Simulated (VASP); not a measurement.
Consider the following.

```xyz
2
Lattice="1.3658 -2.3656 0.0000 1.3658 2.3656 0.0000 0.0000 0.0000 4.3041" Properties=species:S:1:pos:R:3 pbc="T T T"
Ru     1.3658     0.7885     1.0760
Ru     1.3658    -0.7885     3.2281
```

Level of theory: revPBE GGA, VASP's PBE PAW potentials (set 64) (plane waves; VASP 6.6.1). Numerical set-up: 520 eV cut-off, Gaussian smearing of 0.050 eV, potentials Ru_pv.

Question: Give the energies of bands 7 to 17 at the high-symmetry points, in eV from the Fermi level.

Answer: 
| band | Γ | M | K | A | L | H |
|---|---|---|---|---|---|---|
| 7 | -7.83 | -5.94 | -5.40 | -5.91 | -5.86 | -4.54 |
| 8 | -6.01 | -5.31 | -4.20 | -5.91 | -5.86 | -4.54 |
| 9 | -2.51 | -5.21 | -4.20 | -2.68 | -4.36 | -3.98 |
| 10 | -2.51 | -2.94 | -3.66 | -2.68 | -4.36 | -3.98 |
| 11 | -2.30 | -1.99 | -2.74 | -2.68 | -1.04 | -2.64 |
| 12 | -1.85 | -1.76 | -2.74 | -2.68 | -1.04 | -2.64 |
| 13 | -1.85 | -1.45 | -1.03 | -2.61 | 0.43 | -1.14 |
| 14 | -1.38 | 1.33 | 0.97 | -2.61 | 0.43 | -1.14 |
| 15 | -1.38 | 1.74 | 0.97 | 0.51 | 1.58 | 1.16 |
| 16 | 1.13 | 1.84 | 1.41 | 0.51 | 1.58 | 1.16 |
| 17 | 1.13 | 3.92 | 6.83 | 0.51 | 3.30 | 8.22 |

It has no gap at this level: it comes out as a metal or semimetal.

The compound is Ru in the hcp structure. It was relaxed first.
